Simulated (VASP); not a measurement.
Calculation: optB86b-vdW, VASP's PBE PAW potentials (set 64) (plane waves; VASP).

A VASP calculation is set up with these files.

**INCAR**
```
! general
SYSTEM    =  SnO
PREC      =  Accurate
ENCUT     =  520   ! plane-wave cut-off (eV)
LREAL     =  F
LASPH     =  T   ! aspherical one-centre terms

! electronic loop
EDIFF     =  1E-6
NELM      =  100   ! most electronic steps
ALGO      =  Normal   ! blocked Davidson
LMAXMIX   =  4   ! l cut-off of mixed one-centre charges

! smearing
ISMEAR    =  1
SIGMA     =  0.1

! functional
GGA       =  MK
LUSE_VDW  =  T
AGGAC     =  0.0
PARAM1    =  0.1234
PARAM2    =  1.0

! ions
IBRION    =  2
NSW       =  60   ! most ionic steps
ISIF      =  3   ! ions, shape and volume
EDIFFG    =  -0.02   ! ionic stop

! output
LWAVE     =  F
LCHARG    =  F
```

File KPOINTS:
```
Automatic mesh
0
Gamma
7 7 6
0 0 0
```

File POSCAR:
```
SnO
1
    3.7966282810     0.0000000000     0.0000000000
    0.0000000000     3.7966282810     0.0000000000
    0.0000000000     0.0000000000     4.6931706143
Sn O
2 2
Direct
  0.5000000000   0.0000000000   0.7516123959
  0.0000000000   0.5000000000   0.2483876041
  0.5000000000   0.5000000000   0.0000000000
  0.0000000000   0.0000000000   0.0000000000
```

POTCAR, in this order: Sn_d O (PBE.64 set). Program: vasp_std.

Output of the run:

OSZICAR:
```
...
DAV:   8    -0.134879240079E+02    0.67079E-04   -0.53324E-01  2872   0.537E+00    0.993E-01
DAV:   9    -0.134685461915E+02    0.19378E-01   -0.15596E-01  2960   0.387E+00    0.253E-01
DAV:  10    -0.134705769438E+02   -0.20308E-02   -0.20011E-02  2768   0.127E+00    0.214E-01
DAV:  11    -0.134695546947E+02    0.10222E-02   -0.63724E-03  3024   0.765E-01    0.241E-02
DAV:  12    -0.134696326112E+02   -0.77917E-04   -0.70374E-04  2032   0.166E-01    0.409E-02
DAV:  13    -0.134696252904E+02    0.73209E-05   -0.38706E-05  3048   0.715E-02    0.175E-02
DAV:  14    -0.134696227667E+02    0.25236E-05   -0.19697E-05  2776   0.362E-02    0.475E-03
DAV:  15    -0.134696227785E+02   -0.11791E-07   -0.86987E-07  1360   0.717E-03
   1 F= -.13469623E+02 E0= -.13469596E+02  d E =-.134696E+02
       N       E                     dE             d eps       ncg     rms          rms(c)
DAV:   1    -0.139350937973E+02   -0.46547E+00   -0.10986E+01  2384   0.559E+01    0.426E+00
DAV:   2    -0.135538496137E+02    0.38124E+00   -0.14186E+00  2520   0.130E+01    0.147E+00
DAV:   3    -0.134907555481E+02    0.63094E-01   -0.13106E-01  2400   0.710E+00    0.633E-01
DAV:   4    -0.134776776502E+02    0.13078E-01   -0.43106E-02  2544   0.375E+00    0.138E-01
DAV:   5    -0.134771276493E+02    0.55000E-03   -0.89882E-03  2920   0.108E+00    0.755E-02
DAV:   6    -0.134768760416E+02    0.25161E-03   -0.56883E-04  2680   0.246E-01    0.389E-02
DAV:   7    -0.134768554023E+02    0.20639E-04   -0.10565E-04  2984   0.115E-01    0.918E-03
DAV:   8    -0.134768568032E+02   -0.14008E-05   -0.23649E-05  2976   0.511E-02    0.539E-03
DAV:   9    -0.134768569891E+02   -0.18597E-06   -0.12842E-06  1384   0.132E-02
   2 F= -.13476857E+02 E0= -.13476983E+02  d E =-.723421E-02
       N       E                     dE             d eps       ncg     rms          rms(c)
DAV:   1    -0.135464948816E+02   -0.69638E-01   -0.15030E+00  2456   0.193E+01    0.164E+00
DAV:   2    -0.134915943666E+02    0.54901E-01   -0.21137E-01  2536   0.496E+00    0.556E-01
DAV:   3    -0.134827564690E+02    0.88379E-02   -0.19112E-02  2464   0.294E+00    0.246E-01
DAV:   4    -0.134808887113E+02    0.18678E-02   -0.61544E-03  2552   0.146E+00    0.569E-02
DAV:   5    -0.134808247022E+02    0.64009E-04   -0.13743E-03  2800   0.421E-01    0.312E-02
DAV:   6    -0.134807987260E+02    0.25976E-04   -0.10680E-04  2768   0.101E-01    0.156E-02
DAV:   7    -0.134807983282E+02    0.39774E-06   -0.18716E-05  2936   0.469E-02    0.313E-03
DAV:   8    -0.134807984578E+02   -0.12962E-06   -0.27736E-06  1736   0.165E-02
   3 F= -.13480798E+02 E0= -.13480917E+02  d E =-.111757E-01
       N       E                     dE             d eps       ncg     rms          rms(c)
DAV:   1    -0.135008328853E+02   -0.20035E-01   -0.16641E+00  2976   0.117E+01    0.810E-01
DAV:   2    -0.134880892119E+02    0.12744E-01   -0.54002E-02  2608   0.272E+00    0.298E-01
DAV:   3    -0.134854325315E+02    0.26567E-02   -0.62821E-03  2512   0.155E+00    0.122E-01
DAV:   4    -0.134850366241E+02    0.39591E-03   -0.18563E-03  2912   0.613E-01    0.324E-02
DAV:   5    -0.134850076338E+02    0.28990E-04   -0.31446E-04  2632   0.216E-01    0.121E-02
DAV:   6    -0.134850048236E+02    0.28102E-05   -0.21269E-05  3088   0.629E-02    0.722E-03
DAV:   7    -0.134850045652E+02    0.25844E-06   -0.26353E-06  1520   0.252E-02
   4 F= -.13485005E+02 E0= -.13485089E+02  d E =-.420611E-02
       N       E                     dE             d eps       ncg     rms          rms(c)
DAV:   1    -0.134887741307E+02   -0.37693E-02   -0.33538E-01  2976   0.520E+00    0.365E-01
DAV:   2    -0.134861961264E+02    0.25780E-02   -0.11067E-02  2600   0.122E+00    0.134E-01
DAV:   3    -0.134856597489E+02    0.53638E-03   -0.12661E-03  2544   0.701E-01    0.552E-02
DAV:   4    -0.134855767225E+02    0.83026E-04   -0.37400E-04  2928   0.276E-01    0.147E-02
DAV:   5    -0.134855687513E+02    0.79711E-05   -0.64053E-05  2640   0.966E-02    0.553E-03
DAV:   6    -0.134855680842E+02    0.66714E-06   -0.34777E-06  1568   0.279E-02
   5 F= -.13485568E+02 E0= -.13485644E+02  d E =-.476963E-02
       N       E                     dE             d eps       ncg     rms          rms(c)
DAV:   1    -0.134857298214E+02   -0.16107E-03   -0.14884E-02  2968   0.108E+00    0.779E-02
DAV:   2    -0.134856137621E+02    0.11606E-03   -0.50664E-04  2600   0.255E-01    0.282E-02
DAV:   3    -0.134855901944E+02    0.23568E-04   -0.55942E-05  2528   0.147E-01    0.119E-02
DAV:   4    -0.134855857529E+02    0.44415E-05   -0.16979E-05  2920   0.603E-02    0.314E-03
DAV:   5    -0.134855847253E+02    0.10277E-05   -0.27333E-06  1496   0.210E-02    0.955E-04
DAV:   6    -0.134855846956E+02    0.29690E-07   -0.32242E-07   992   0.840E-03
   6 F= -.13485585E+02 E0= -.13485661E+02  d E =-.478624E-02
       N       E                     dE             d eps       ncg     rms          rms(c)
DAV:   1    -0.134881684822E+02   -0.25838E-02   -0.15617E-01  2688   0.309E+00    0.274E-01
DAV:   2    -0.134868437635E+02    0.13247E-02   -0.47961E-03  2536   0.811E-01    0.147E-01
DAV:   3    -0.134863944355E+02    0.44933E-03   -0.61212E-04  2664   0.417E-01    0.588E-02
DAV:   4    -0.134863212595E+02    0.73176E-04   -0.18514E-04  2904   0.165E-01    0.121E-02
DAV:   5    -0.134863210362E+02    0.22329E-06   -0.38797E-05  2432   0.789E-02    0.549E-03
DAV:   6    -0.134863207744E+02    0.26187E-06   -0.41145E-06  1880   0.188E-02
   7 F= -.13486321E+02 E0= -.13486395E+02  d E =-.736079E-03
       N       E                     dE             d eps       ncg     rms          rms(c)
DAV:   1    -0.135035833276E+02   -0.17262E-01   -0.14090E+00  2680   0.935E+00    0.817E-01
DAV:   2    -0.134919037897E+02    0.11680E-01   -0.43427E-02  2544   0.235E+00    0.438E-01
DAV:   3    -0.134878681167E+02    0.40357E-02   -0.51758E-03  2656   0.119E+00    0.173E-01
DAV:   4    -0.134872349629E+02    0.63315E-03   -0.15326E-03  2920   0.482E-01    0.338E-02
DAV:   5    -0.134872393189E+02   -0.43560E-05   -0.31746E-04  2456   0.226E-01    0.156E-02
DAV:   6    -0.134872376943E+02    0.16246E-05   -0.36684E-05  2616   0.547E-02    0.629E-03
DAV:   7    -0.134872377991E+02   -0.10472E-06   -0.48823E-06  1952   0.182E-02
   8 F= -.13487238E+02 E0= -.13487307E+02  d E =-.165310E-02
       N       E                     dE             d eps       ncg     rms          rms(c)
DAV:   1    -0.134901212564E+02   -0.28836E-02   -0.73511E-02  2304   0.355E+00    0.316E-01
DAV:   2    -0.134880372790E+02    0.20840E-02   -0.91218E-03  2448   0.965E-01    0.122E-01
DAV:   3    -0.134876830078E+02    0.35427E-03   -0.76434E-04  2344   0.534E-01    0.560E-02
DAV:   4    -0.134875956616E+02    0.87346E-04   -0.23805E-04  2592   0.263E-01    0.155E-02
DAV:   5    -0.134875914964E+02    0.41652E-05   -0.85555E-05  2680   0.108E-01    0.935E-03
DAV:   6    -0.134875893245E+02    0.21719E-05   -0.12785E-05  2496   0.328E-02    0.265E-03
DAV:   7    -0.134875893933E+02   -0.68807E-07   -0.12417E-06  1144   0.962E-03
   9 F= -.13487589E+02 E0= -.13487658E+02  d E =-.351594E-03
       N       E                     dE             d eps       ncg     rms          rms(c)
DAV:   1    -0.134910088730E+02   -0.34195E-02   -0.92967E-02  2312   0.399E+00    0.356E-01
DAV:   2    -0.134883722773E+02    0.26366E-02   -0.11583E-02  2448   0.108E+00    0.137E-01
DAV:   3    -0.134879247584E+02    0.44752E-03   -0.96707E-04  2336   0.599E-01    0.632E-02
DAV:   4    -0.134878143725E+02    0.11039E-03   -0.30273E-04  2584   0.296E-01    0.175E-02
DAV:   5    -0.134878094105E+02    0.49620E-05   -0.10799E-04  2688   0.121E-01    0.105E-02
DAV:   6    -0.134878067501E+02    0.26603E-05   -0.16289E-05  2688   0.367E-02    0.301E-03
DAV:   7    -0.134878068297E+02   -0.79538E-07   -0.13551E-06  1128   0.101E-02
  10 F= -.13487807E+02 E0= -.13487874E+02  d E =-.569031E-03
```

OUTCAR:
```
------------------------ aborting loop because EDIFF is reached ----------------------------------------
  FORCE on cell =-STRESS in cart. coord.  units (eV):
  Direction    XX          YY          ZZ          XY          YZ          ZX
  --------------------------------------------------------------------------------------
  Total        0.0678957      0.0678957      0.0413235      0.0000000      0.0000000      0.0000000
  in kB        1.5451491      1.5451491      0.9404273      0.0000000      0.0000000      0.0000000
  external PRESSURE =       1.3435752 kB  Pullay stress =       0.0000000 kB
  volume of cell :       70.40
      direct lattice vectors                 reciprocal lattice vectors
     3.836266659  0.000000000  0.000000000     0.260670096  0.000000000  0.000000000
     0.000000000  3.836266659  0.000000000     0.000000000  0.260670096  0.000000000
     0.000000000 -0.000000000  4.783709611     0.000000000 -0.000000000  0.209042789
 POSITION                                       TOTAL-FORCE (eV/Angst)
 -----------------------------------------------------------------------------------
      1.91813     -0.00000      3.62367        -0.000000      0.000000     -0.003128
      0.00000      1.91813      1.16004         0.000000     -0.000000      0.003128
      1.91813      1.91813      0.00000         0.000000     -0.000000      0.000000
      0.00000      3.83627      0.00000         0.000000      0.000000      0.000000
 -----------------------------------------------------------------------------------
    total drift:                                0.000000      0.000000      0.000000
  FREE ENERGIE OF THE ION-ELECTRON SYSTEM (eV)
  ---------------------------------------------------
  free  energy   TOTEN  =       -13.4878068297 eV

  energy  without entropy=      -13.4880096273  energy(sigma->0) =      -13.48787443

 reached required accuracy - stopping structural energy minimisation
```
(Selected blocks of OUTCAR.)

File CONTCAR:
```
SnO
   1.00000000000000
     3.8362666589201910    0.0000000000000000    0.0000000000000000
     0.0000000000000000    3.8362666589201910    0.0000000000000000
     0.0000000000000000   -0.0000000000000000    4.7837096110168424
  Sn              O
     2     2
Direct
     0.5000000000000000    0.0000000000000000    0.7575019024699574
     0.0000000000000000    0.5000000000000000    0.2424980975300425
     0.5000000000000000    0.5000000000000000    0.0000000000000000
     0.0000000000000000    1.0000000000000000    0.0000000000000000
```

Energy and stress use the plane-wave basis of the starting cell.

The compound is SnO in the litharge structure. This run relaxes it. Symmetry was kept, so distortions that lower it aren't found. The start is the result of an earlier pass.
